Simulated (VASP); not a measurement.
Data:

```
Zn2SSe
1.0
    1.94379     1.12225     6.35145
   -1.94379     1.12225     6.35145
    0.00000    -2.24449     6.35145
Zn Se S
2 1 1
Direct
  0.00383   0.00383   0.00383
  0.49629   0.49629   0.49629
  0.62440   0.62440   0.62440
  0.12545   0.12545   0.12545
```

Method: PBEsol GGA, VASP's PBE PAW potentials (set 64) (plane waves; VASP). Numerical set-up: 400 eV cut-off, Gaussian smearing of 0.050 eV, potentials Zn Se S.

**Question.** Give the energies of bands 8 to 21 at the high-symmetry points, in eV from the valence-band maximum.

**Answer.** 
```
band      Γ      T     H2      L     S0      F
----  -----  -----  -----  -----  -----  -----
8     -6.30  -6.55  -6.30  -6.39  -6.31  -6.26
9     -6.30  -6.32  -6.24  -6.28  -6.24  -6.24
10    -6.19  -6.32  -6.21  -6.16  -6.22  -6.16
11    -6.19  -6.20  -5.97  -6.14  -5.98  -6.08
12    -6.07  -6.20  -5.96  -6.06  -5.96  -6.04
13    -5.63  -3.34  -5.13  -4.94  -5.12  -5.63
14    -1.22  -3.09  -4.95  -4.74  -4.91  -4.94
15    -1.22  -1.05  -3.40  -2.83  -3.55  -2.54
16    -0.20  -1.05  -3.03  -2.58  -2.96  -2.49
17     0.00  -0.25  -2.04  -2.16  -2.10  -1.06
18     0.00  -0.25  -1.74  -1.49  -1.75  -0.98
19     1.42   2.63   3.97   3.55   3.76   2.65
20     2.75   3.16   4.03   3.96   4.74   2.83
21     5.81   6.19   5.59   5.43   5.31   3.50
```

The gap is direct, 1.42 eV, from the valence maximum at Γ to the conduction minimum at Γ.

The structure comes from a computed database's Zn2SeS entry (R3m); how it stands against other phases isn't given here. It was relaxed first.
